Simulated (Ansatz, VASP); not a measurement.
**Two plane-wave programs on Li3SeBr**

```
Br Se Li
1.0
     5.02758    0.00000    0.00000
     0.00000    5.02758    0.00000
     0.00000    0.00000    5.02758
Br Se Li
1 1 3
Direct
  0.00000 0.00000 0.00000
  0.50000 0.50000 0.50000
  0.50000 0.50000 0.00000
  0.50000 0.00000 0.50000
  0.00000 0.50000 0.50000
```

The cell comes from a database or a generator and needn't be the stable form of this composition.

Alike in both runs: task single point; functional PBE; k mesh 4 × 4 × 4; occupations gaussian, width 0.05 eV; no spin polarisation.

```csv
,VASP,Ansatz
version,VASP 6.6.1,Ansatz 0.2.0
potentials or method,"VASP PAW PBE potentials, release 64 (Br, Se, Li_sv)","scalar-relativistic, plane waves, PAW"
plane-wave cutoff (eV),520,420
valence electrons in the cell,22,32
```

Ansatz gave:

| Quantity | Value |
| --- | --- |
| gap on the k mesh at the Fermi level (eV) | 3.09 |
| least direct gap on the mesh (eV) | 3.31 |

**Question.** Which values does VASP return?

**Answer.** gap on the k mesh at the Fermi level (eV): 3.09; least direct gap on the mesh (eV): 3.32.

The two sets of potentials don't hold the same shells in valence.

 A hybrid or GW would open this gap; PBE tends to underestimate it. A k mesh can miss the band edges.
